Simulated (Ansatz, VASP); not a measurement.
# Cross-check of Ni (Ni wire along [100], 12 atoms a period) between VASP and Ansatz

Wanted: the spread between two codes on one cell, functional and k mesh. The structure shown is the end of the Ansatz relaxation below.

Method: plane waves, with VASP 6.6.1 beside it; PBE, in Ansatz 0.2.0.

### 1. The starting structure

The cell holds 12 atoms: 12 Ni. Its edges and angles: a = 12.080 Å, b = 12.080 Å, c = 2.449 Å, α = 90.0°, β = 90.0°, γ = 90.0°. Vacuum lies along a and b. The structure's axis is c.

### 2. Ansatz: relaxation, PBE

Ansatz runs on its PAW soft_1 files.

This run makes the geometry at which the two programs are then compared.

input.yaml

```yaml
crystal:
  lattice:
    - [12.08, 0.0, 0.0]
    - [0.0, 12.08, 0.0]
    - [0.0, 0.0, 3.52]
  atoms:
    - { symbol: Ni, position: [0.281456954, 0.572847682, 0.0], spin: 0.8 }
    - { symbol: Ni, position: [0.427152318, 0.427152318, 0.0], spin: 0.8 }
    - { symbol: Ni, position: [0.427152318, 0.718543046, 0.0], spin: 0.8 }
    - { symbol: Ni, position: [0.572847682, 0.281456954, 0.0], spin: 0.8 }
    - { symbol: Ni, position: [0.572847682, 0.572847682, 0.0], spin: 0.8 }
    - { symbol: Ni, position: [0.718543046, 0.427152318, 0.0], spin: 0.8 }
    - { symbol: Ni, position: [0.281456954, 0.427152318, 0.5], spin: 0.8 }
    - { symbol: Ni, position: [0.427152318, 0.281456954, 0.5], spin: 0.8 }
    - { symbol: Ni, position: [0.427152318, 0.572847682, 0.5], spin: 0.8 }
    - { symbol: Ni, position: [0.572847682, 0.427152318, 0.5], spin: 0.8 }
    - { symbol: Ni, position: [0.572847682, 0.718543046, 0.5], spin: 0.8 }
    - { symbol: Ni, position: [0.718543046, 0.572847682, 0.5], spin: 0.8 }
magnetization:
  spin_polarized: true
kpoints:
  mp_grid: { grid: [1, 1, 23] }
scf:
  occupations: { method: fermi_dirac, width: 0.05 }
hamiltonian:
  xc: pbe
  pseudopotentials: { kind: paw, azcp: { folder: soft_1 } }
relax:
  cell: { fix: [a, b, alpha, beta, gamma] }
  max_steps: 45
  f_tol: 0.03
```

The run is started by

```
ansatz run input.yaml --threads 4 --pin off --max-ram 16384MiB --backend cpu --events-out ev --progress --plain --runs-dir out
```

Numbers of over 12 decimals in the logs are rounded to 6 here.

The program printed:

```text
Engine: ansatz 0.2.0, aarch64-unknown-linux-gnu
Pseudopotentials: kind: paw
Pseudopotential: Ni, paw, valence charge 18, recommended cutoff 420 eV (normal), soft_1/Ni.paw.azcp
Functional definition: PBE
  parameter kappa = 0.804
  parameter beta = 0.066725
  exchange = pbe_x(kappa = kappa, mu = beta*pi^2/3)
  correlation = pbe_c(beta = beta)
Crystal: 12 atoms, lattice volume = 513.661 Å³
Basis set: ecut = 420 eV, 9979 PW (Γ), exchange–correlation on 162×162×48 points (8 copies of the dense FFT grid, shifted against one another)
Bands: 136, of which v1, the nominal top of the filled ones, is band 108 counted from 1 (107 counted from 0)
Symmetry: 16 space group operations
Space group: P42/mcm (ITA 132), of the structure as read, at distance tolerance 8.0e-5 Å
Magnetic group: BNS 132.447 (UNI 1107), of the structure as read, at distance tolerance 8.0e-5 Å
k-points: 12 of 23
Non-local potential: Ni, projectors of the file, l = 0: 3, l = 1: 2, l = 2: 3, l = 3: 1
PAW form: soft (Blöchl's): semilocal exchange-correlation on the pseudo side does not see the compensation charge
PAW one-centre angular grid: Ni, 590 points (default); XC on 64 Gauss nodes
Initial density: superposition of atomic densities (neutral atoms: chi_scale 0, normalization atom)
Starting moments: Σ|m| = 9.6 μB on 12 of 12 sites
Initial wavefunctions: pseudopotential atomic-orbital guess
Functional: x = pbe(κ = 0.804, μ = 0.219515), c = pbe(β = 0.066725)
SCF iter   1: F=—  HF=-70052.950522 eV  |F-HF|=—  |Δ(HF+E_count)|=         —  Δρ=2.52e-2 (↑2.52e-2 ↓1.51e-2)  dr2=2.46e1  dr2_m=7.63e-1  M=10.042 μB ∫|m|=10.467 μB  β_m=0.30  ethr=3.10e-3  ⟨swp⟩=8.1  Hψ=15350  notcnv=0  defer=128
Mixer restart at iter 1: flushing history
preconditioner: auto → LDOS  [metal: Δε(μ)=0.007 eV  Ē_g=5.962 eV  σ=0.050 eV  W_gap=0.03  n_scr=118 (ndim 8)  ℏωp=17.9 eV  f_vac=0.599  D(μ)=40.29/eV (n_scr^D=468)]
spin=Collinear: LDOS preconditioning applied to the charge; magnetization (m = ρ↑ − ρ↓) channel mixes plain (no charge-response kernel on spin).
SCF iter   2: F=—  HF=-70055.057342 eV  |F-HF|=—  |Δ(HF+E_count)|=    2.11e0  Δρ=2.02e-2 (↑2.02e-2 ↓9.28e-3)  dr2=5.39e0  dr2_m=5.08e-1  M=10.205 μB ∫|m|=10.767 μB  β_m=0.39  ethr=3.10e-3  ⟨swp⟩=2.4  Hψ=5454  notcnv=0  defer=350
SCF iter   3: F=—  HF=-70061.423033 eV  |F-HF|=—  |Δ(HF+E_count)|=    6.37e0  Δρ=9.24e-3 (↑5.06e-3 ↓9.24e-3)  dr2=2.96e-1  dr2_m=1.79e-1  M=10.307 μB ∫|m|=11.090 μB  β_m=0.42  ethr=2.50e-3  ⟨swp⟩=2.8  Hψ=5362  notcnv=0  defer=344
SCF iter   4: F=—  HF=-70063.005163 eV  |F-HF|=—  |Δ(HF+E_count)|=         —  Δρ=6.30e-3 (↑6.30e-3 ↓2.82e-3)  dr2=2.12e-1  dr2_m=6.20e-2  M=10.255 μB ∫|m|=11.165 μB  β_m=0.42  ethr=1.37e-4  ⟨swp⟩=2.5  Hψ=5177  notcnv=0  defer=346
SCF iter   5: F=—  HF=-70063.873313 eV  |F-HF|=—  |Δ(HF+E_count)|=   8.68e-1  Δρ=2.22e-3 (↑2.22e-3 ↓1.91e-3)  dr2=5.34e-2  dr2_m=6.46e-3  M=10.105 μB ∫|m|=11.082 μB  β_m=0.63  ethr=9.81e-5  ⟨swp⟩=2.0  Hψ=5028  notcnv=0  defer=346
SCF iter   6: F=—  HF=-70064.239548 eV  |F-HF|=—  |Δ(HF+E_count)|=   3.66e-1  Δρ=2.37e-3 (↑9.41e-4 ↓2.37e-3)  dr2=2.02e-2  dr2_m=8.61e-3  M=9.888 μB ∫|m|=10.931 μB  β_m=0.81  ethr=2.47e-5  ⟨swp⟩=2.0  Hψ=5362  notcnv=0  defer=362
SCF iter   7: F=—  HF=-70064.270827 eV  |F-HF|=—  |Δ(HF+E_count)|=   3.13e-2  Δρ=1.55e-3 (↑1.23e-3 ↓1.55e-3)  dr2=2.25e-2  dr2_m=4.37e-4  M=9.833 μB ∫|m|=10.894 μB  β_m=0.65  ethr=9.35e-6  ⟨swp⟩=2.3  Hψ=6529  notcnv=0  defer=362
SCF iter   8: F=—  HF=-70064.263715 eV  |F-HF|=—  |Δ(HF+E_count)|=   7.11e-3  Δρ=6.12e-4 (↑2.14e-4 ↓6.12e-4)  dr2=1.02e-3  dr2_m=6.11e-4  M=9.815 μB ∫|m|=10.868 μB  β_m=0.83  ethr=9.35e-6  ⟨swp⟩=2.0  Hψ=5037  notcnv=0  defer=364
SCF iter   9: F=—  HF=-70064.264215 eV  |F-HF|=—  |Δ(HF+E_count)|=   5.00e-4  Δρ=2.08e-4 (↑1.78e-4 ↓2.08e-4)  dr2=6.42e-4  dr2_m=4.69e-5  M=9.809 μB ∫|m|=10.864 μB  β_m=0.73  ethr=4.70e-7  ⟨swp⟩=3.1  Hψ=6828  notcnv=0  defer=364
[...]
SCF 11 converged in 9 iterations: F = -70066.719334 eV  dr2 = 1.52e-9
relax step  11: F+E_penalty+E_count = -70066.71933373 eV  Δ(F+E_penalty+E_count) = -1.392e-3 eV  max|allowed force component| = 5.681e-3 eV/Å  Δτ_max = 0.0044 Å  P = -0.020 GPa  Ω = 357.376 Å³  energy of the carried Pulay correction = +3.057e-2 eV  fix = [a, b, alpha, beta, gamma]  reactions: a -0.018, b -0.018 GPa  (9 SCF iters, dr2 threshold 1.69e-7 eV, accepted)
Basis set: ecut = 420 eV, 6937 PW (Γ), exchange–correlation on 162×162×36 points (8 copies of the dense FFT grid, shifted against one another)
Initial wavefunctions: pseudopotential atomic-orbital guess (no wavefunctions were taken with the density)
[...]
preconditioner: auto → LDOS  [metal: Δε(μ)=0.009 eV  Ē_g=6.497 eV  σ=0.050 eV  W_gap=0.04  n_scr=36 (ndim 8)  ℏωp=21.5 eV  f_vac=0.544  D(μ)=18.66/eV (n_scr^D=182)]
spin=Collinear: LDOS preconditioning applied to the charge; magnetization (m = ρ↑ − ρ↓) channel mixes plain (no charge-response kernel on spin).
[...]
SCF iter   4: F=—  HF=-70066.689674 eV  |F-HF|=—  |Δ(HF+E_count)|=   1.15e-4  Δρ=1.37e-4 (↑9.50e-5 ↓1.37e-4)  dr2=1.46e-4  dr2_m=3.21e-5  M=8.710 μB ∫|m|=9.710 μB  β_m=0.61  ethr=2.94e-7  ⟨swp⟩=2.0  Hψ=4639  notcnv=0
SCF iter   5: F=—  HF=-70066.689761 eV  |F-HF|=—  |Δ(HF+E_count)|=   8.68e-5  Δρ=8.73e-5 (↑8.73e-5 ↓4.82e-5)  dr2=5.72e-5  dr2_m=6.11e-6  M=8.708 μB ∫|m|=9.706 μB  β_m=0.59  ethr=6.78e-8  ⟨swp⟩=2.0  Hψ=5044  notcnv=0
SCF iter   6: F=—  HF=-70066.689769 eV  |F-HF|=—  |Δ(HF+E_count)|=   7.75e-6  Δρ=2.95e-5 (↑2.95e-5 ↓1.39e-5)  dr2=2.01e-6  dr2_m=9.31e-7  M=8.706 μB ∫|m|=9.702 μB  β_m=0.77  ethr=2.65e-8  ⟨swp⟩=2.2  Hψ=4456  notcnv=0
SCF iter   7: F=—  HF=-70066.689770 eV  |F-HF|=—  |Δ(HF+E_count)|=   9.85e-7  Δρ=1.77e-5 (↑9.47e-6 ↓1.77e-5)  dr2=2.47e-6  dr2_m=7.15e-8  M=8.706 μB ∫|m|=9.701 μB  β_m=0.63  ethr=9.29e-10  ⟨swp⟩=3.1  Hψ=6462  notcnv=0
SCF iter   8: F=—  HF=-70066.689769 eV  |F-HF|=—  |Δ(HF+E_count)|=   7.06e-7  Δρ=5.52e-6 (↑5.52e-6 ↓2.94e-6)  dr2=2.36e-7  dr2_m=8.65e-9  M=8.706 μB ∫|m|=9.701 μB  β_m=0.59  ethr=9.29e-10  ⟨swp⟩=2.0  Hψ=4712  notcnv=0
SCF iter   9: F=—  HF=-70066.689769 eV  |F-HF|=—  |Δ(HF+E_count)|=   5.44e-8  Δρ=1.96e-6 (↑1.96e-6 ↓1.34e-6)  dr2=1.10e-8  dr2_m=4.43e-9  M=8.706 μB ∫|m|=9.701 μB  β_m=0.75  ethr=1.09e-10  ⟨swp⟩=2.0  Hψ=4649  notcnv=0
SCF iter  10: F=—  HF=-70066.689769 eV  |F-HF|=—  |Δ(HF+E_count)|=   1.39e-8  Δρ=5.06e-7 (↑5.06e-7 ↓3.30e-7)  dr2=5.17e-9  dr2_m=1.83e-10  M=8.706 μB ∫|m|=9.701 μB  β_m=0.76  ethr=5.11e-12  ⟨swp⟩=2.7  Hψ=5687  notcnv=0
SCF iter  11: F=—  HF=-70066.689769 eV  |F-HF|=—  |Δ(HF+E_count)|=  6.26e-10  Δρ=1.90e-7 (↑1.90e-7 ↓1.78e-7)  dr2=5.27e-10  dr2_m=2.60e-11  M=8.706 μB ∫|m|=9.701 μB  β_m=0.67  ethr=2.39e-12  ⟨swp⟩=2.0  Hψ=4840  notcnv=0
SCF iter  12: F=—  HF=-70066.689769 eV  |F-HF|=—  |Δ(HF+E_count)|=  5.82e-11  Δρ=1.19e-7 (↑1.19e-7 ↓9.33e-8)  dr2=4.73e-11  dr2_m=1.96e-11  M=8.706 μB ∫|m|=9.701 μB  β_m=0.77  ethr=1.00e-12  ⟨swp⟩=1.1  Hψ=3266  notcnv=0
SCF iter  13: F=-70066.689769 eV  HF=-70066.689769 eV  |F-HF|=7.28e-11  |Δ(HF+E_count)|=  1.46e-11  Δρ=1.14e-7 (↑4.93e-8 ↓1.14e-7)  dr2=6.65e-11  dr2_m=4.79e-12  M=8.706 μB ∫|m|=9.701 μB  ethr=1.00e-12  ⟨swp⟩=3.6  Hψ=11417  notcnv=0
SCF 12 converged in 13 iterations: F = -70066.689769 eV  dr2 = 6.65e-11
relax step  12: F+E_penalty+E_count = -70066.68976898 eV  Δ(F+E_penalty+E_count) = +2.956e-2 eV  max|allowed force component| = 5.945e-3 eV/Å  Δτ_max = 0.0000 Å  P = -0.017 GPa  Ω = 357.376 Å³  fix = [a, b, alpha, beta, gamma]  reactions: a -0.008, b -0.008 GPa  stress off target by 3.39e-2 GPa on what of the cell is left free  SCF on the basis re-selected at this cell (its energy is not comparable with the rows above)  (13 SCF iters)
basis re-selected at this cell: Δ(F+E_penalty+E_count) = +2.956e-2 eV, ΔP = +0.004 GPa vs the last step (what re-selecting the basis moved, of the pressure what is left beyond the Pulay correction that the steps carried, after the strain that the cell walked since its last selection, with what the two solves' SCF thresholds leave and, on support functions, any second-order correction that the steps lacked; it is no measure of the basis error at this ecutwfc). The dense FFT grid was sized anew with the basis: this SCF ran on 81×81×18 points, the steps before it on 81×81×24, so part of this shift can come from that change (see relax.cell in the input reference). [rest of the remark cut]
SCF converged after 13 iterations
Magnetization: 8.7057 μB (112.3529 up, 103.6471 down)
Absolute magnetization: 9.7128 μB (∫|ρ↑−ρ↓|, with the PAW one-centre terms)
Spin contamination: 0.1306 ħ² per cell (⟨S²⟩ above its minimum at these occupations)
Per-site moments (μB) at R_I (Å): [(0.786621, 0.978605), (0.687716, 0.978605), (0.786621, 0.978605), (0.786621, 0.978605), (0.687716, 0.978605), (0.786621, 0.978605), (0.786621, 0.978605), (0.786621, 0.978605), (0.687716, 0.978605), (0.687716, 0.978605), (0.786621, 0.978605), (0.786621, 0.978605)]
Free energy (F): -70066.689769 eV
Harris-Foulkes:  -70066.689769 eV  (|F-HF|=7.28e-11)
Internal energy: -70066.531973 eV  (E = F + TS)
E sigma→0 (E₀):  -70066.610871 eV
Entropy (-TS):   -0.157796 eV (-13.150 meV/atom)
Fermi energy:    3.745224 eV
--- Per-component energies (eV) ---
  E_band       = -6471.886056
  E_kinetic    = 4064.882178
  E_local      = -156562.652986  (includes V_loc(G=0)·N_el)
  E_nonlocal   = -1384.404746
  E_hartree    = 78187.321404
  E_xc         = -1338.874737
  E_vxc        = -1725.927463  (∫ρ·V_xc dr)
  E_paw        = -19908.520104  (= ΣΔE_a)
  E_vpaw       = -7238.433109  (= ΣTr[D̂ρ^β])
  E_aug_tail   = 0.011056  (compensation charges beyond the density's cutoff)
  E_ewald      = 26875.705962
  E_smearing   = -0.157796  (= −TS)
  E_closure    = 0.000000  (closes the sum)
  Σ components = -70066.689769   (vs F -70066.689769, Δ=0.00e0)
--- Forces (eV/Å), atoms counted from 1 ---
  atom   1  Ni     0.00393570     0.00150501    -0.00000000
  atom   2  Ni    -0.00594531    -0.00594531    -0.00000000
  atom   3  Ni    -0.00150501    -0.00393570     0.00000000
  atom   4  Ni     0.00150501     0.00393570    -0.00000000
  atom   5  Ni     0.00594531     0.00594531     0.00000000
  atom   6  Ni    -0.00393570    -0.00150501     0.00000000
  atom   7  Ni     0.00393570    -0.00150501     0.00000000
  atom   8  Ni    -0.00150501     0.00393570    -0.00000000
  atom   9  Ni    -0.00594531     0.00594531     0.00000000
  atom  10  Ni     0.00594531    -0.00594531    -0.00000000
  atom  11  Ni     0.00150501    -0.00393570     0.00000000
  atom  12  Ni    -0.00393570     0.00150501    -0.00000000
  max |Σ_I F_I| component: 3.47e-18 eV/Å
--- Stress (GPa, compression-positive) ---
       -0.007884      -0.000000       0.000000
       -0.000000      -0.007884       0.000000
        0.000000       0.000000      -0.033935
  P = ⅓ Tr σ = -0.0166 GPa (-0.166 kbar)
--- Relaxed structure (11 steps of the walk, 11 accepted, 1 SCFs on fresh bases) ---
  F+E_penalty+E_count = -70066.68976898 eV   max|allowed force component| = 5.945e-3 eV/Å   (the final SCF, on the basis selected at the relaxed cell)
  cell:  # Å, volume = 357.3760 Å³
    - [12.08, 0.0, 0.0]
    - [0.0, 12.08, 0.0]
    - [0.0, 0.0, 2.449015]
  atoms:
    - { symbol: Ni, position: [0.245474, 0.584774, 0.0] }
    - { symbol: Ni, position: [0.413674, 0.413674, 0.0] }
    - { symbol: Ni, position: [0.415226, 0.754526, 0.0] }
    - { symbol: Ni, position: [0.584774, 0.245474, 0.0] }
    - { symbol: Ni, position: [0.586326, 0.586326, 0.0] }
    - { symbol: Ni, position: [0.754526, 0.415226, 0.0] }
    - { symbol: Ni, position: [0.245474, 0.415226, 0.5] }
    - { symbol: Ni, position: [0.415226, 0.245474, 0.5] }
    - { symbol: Ni, position: [0.413674, 0.586326, 0.5] }
    - { symbol: Ni, position: [0.586326, 0.413674, 0.5] }
    - { symbol: Ni, position: [0.584774, 0.754526, 0.5] }
    - { symbol: Ni, position: [0.754526, 0.584774, 0.5] }
```

[end of part 1 of 2]

[Lines on the potential files, build, host, timing and source positions are cut from VASP's logs without a mark.]

[Logs are printed without paths, hosts, clocks, repeated set-up lines and the standing remarks that a program may print on its own settings, such as how far it seeks lower states.]

[Hosts, paths, dates, database ids (printed as entryN), source tags and the programs' standing remarks are cut or masked in the printed files.]
